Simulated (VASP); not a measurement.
OSZICAR of a VASP run on AgAu$_{3}$ (space group Pm-3m):

### OSZICAR
```
       N       E                     dE             d eps       ncg     rms          rms(c)
DAV:   1     0.199407892928E+03    0.19941E+03   -0.17000E+04  1040   0.107E+03
DAV:   2    -0.129562162571E+02   -0.21236E+03   -0.20561E+03  1184   0.271E+02
DAV:   3    -0.184591044901E+02   -0.55029E+01   -0.54346E+01  1130   0.428E+01
DAV:   4    -0.185088051361E+02   -0.49701E-01   -0.49654E-01  1120   0.415E+00
DAV:   5    -0.185093371670E+02   -0.53203E-03   -0.53192E-03  1114   0.430E-01    0.154E+01
DAV:   6    -0.172823579780E+02    0.12270E+01   -0.37837E+00  1070   0.145E+01    0.985E+00
DAV:   7    -0.172153099848E+02    0.67048E-01   -0.19712E-01  1088   0.443E+00    0.490E+00
DAV:   8    -0.172030809528E+02    0.12229E-01   -0.38103E-02  1094   0.296E+00    0.635E-01
DAV:   9    -0.172010918143E+02    0.19891E-02   -0.64317E-03  1110   0.141E+00    0.120E-01
DAV:  10    -0.172011314800E+02   -0.39666E-04   -0.77437E-04  1082   0.252E-01    0.288E-02
DAV:  11    -0.172011226083E+02    0.88717E-05   -0.64698E-05  1086   0.122E-01    0.253E-02
DAV:  12    -0.172011228677E+02   -0.25935E-06   -0.27192E-06   830   0.229E-02
   1 F= -.17201123E+02 E0= -.17175623E+02  d E =-.172011E+02
       N       E                     dE             d eps       ncg     rms          rms(c)
DAV:   1    -0.304274207673E+02   -0.13226E+02   -0.24682E+02  1050   0.129E+02    0.282E+01
DAV:   2    -0.175484394058E+02    0.12879E+02   -0.36348E+01  1048   0.481E+01    0.526E+00
DAV:   3    -0.169992151407E+02    0.54922E+00   -0.22365E+00  1052   0.116E+01    0.382E+00
DAV:   4    -0.169783617139E+02    0.20853E-01   -0.86575E-02  1060   0.405E+00    0.246E+00
DAV:   5    -0.169718492578E+02    0.65125E-02   -0.32227E-02  1044   0.113E+00    0.472E-01
DAV:   6    -0.169731211354E+02   -0.12719E-02   -0.22836E-03  1088   0.417E-01    0.848E-02
DAV:   7    -0.169732390636E+02   -0.11793E-03   -0.13141E-04  1074   0.828E-02    0.221E-02
DAV:   8    -0.169732388637E+02    0.19987E-06   -0.73906E-06  1088   0.292E-02
   2 F= -.16973239E+02 E0= -.16949775E+02  d E =0.227884E+00
       N       E                     dE             d eps       ncg     rms          rms(c)
DAV:   1    -0.219234106458E+02   -0.49502E+01   -0.89349E+01  1050   0.806E+01    0.137E+01
DAV:   2    -0.175761766014E+02    0.43472E+01   -0.11405E+01  1048   0.289E+01    0.751E+00
DAV:   3    -0.173706845599E+02    0.20549E+00   -0.72466E-01  1054   0.620E+00    0.546E+00
DAV:   4    -0.173542520146E+02    0.16433E-01   -0.28701E-02  1054   0.153E+00    0.124E+00
DAV:   5    -0.173526893373E+02    0.15627E-02   -0.66425E-03  1068   0.941E-01    0.196E-01
DAV:   6    -0.173528200679E+02   -0.13073E-03   -0.76872E-04  1066   0.257E-01    0.422E-02
DAV:   7    -0.173528446219E+02   -0.24554E-04   -0.47181E-05  1068   0.499E-02    0.241E-02
DAV:   8    -0.173528476423E+02   -0.30204E-05   -0.28488E-06   990   0.113E-02    0.278E-03
DAV:   9    -0.173528476168E+02    0.25593E-07   -0.25334E-07   546   0.458E-03
   3 F= -.17352848E+02 E0= -.17328382E+02  d E =-.151725E+00
       N       E                     dE             d eps       ncg     rms          rms(c)
DAV:   1    -0.173539746241E+02   -0.11270E-02   -0.19103E-02  1050   0.116E+00    0.194E-01
DAV:   2    -0.173529923935E+02    0.98223E-03   -0.27688E-03  1048   0.438E-01    0.763E-02
DAV:   3    -0.173529549799E+02    0.37414E-04   -0.15377E-04  1058   0.888E-02    0.554E-02
DAV:   4    -0.173529531708E+02    0.18090E-05   -0.10569E-05  1054   0.384E-02    0.117E-02
DAV:   5    -0.173529528355E+02    0.33536E-06   -0.22452E-06   662   0.220E-02
   4 F= -.17352953E+02 E0= -.17328504E+02  d E =-.151830E+00
```

Problem. Which electronic solver shows in the log?

Solution. It is blocked Davidson (ALGO = Normal, or the opening steps of other solvers). The INCAR had ALGO = Normal.

Problem. Can the final energy be trusted as converged?

Solution. The calculation finished and met its thresholds. It stopped with EDIFF = 1E-6, NELM = 100, NSW = 50 and EDIFFG = -0.01 after 4 ionic steps (LDA (Ceperley-Alder, Perdew-Zunger), plane waves, VASP's LDA PAW potentials (set 64)). At this cut-off the stress carries a Pulay error, which pulls relaxed volumes low. Energy and stress use the plane-wave basis of the starting cell.

The structure comes from a computed database's AgAu3 entry (Pm-3m); how it stands against other phases isn't given here. This run relaxes it. Symmetry was kept, so distortions that lower it aren't found. The run is one of a series of settings (EDIFFG = -0.01, IBRION = 2, ISIF = 3, NSW = 50 against the base run), some of them coarse on purpose.
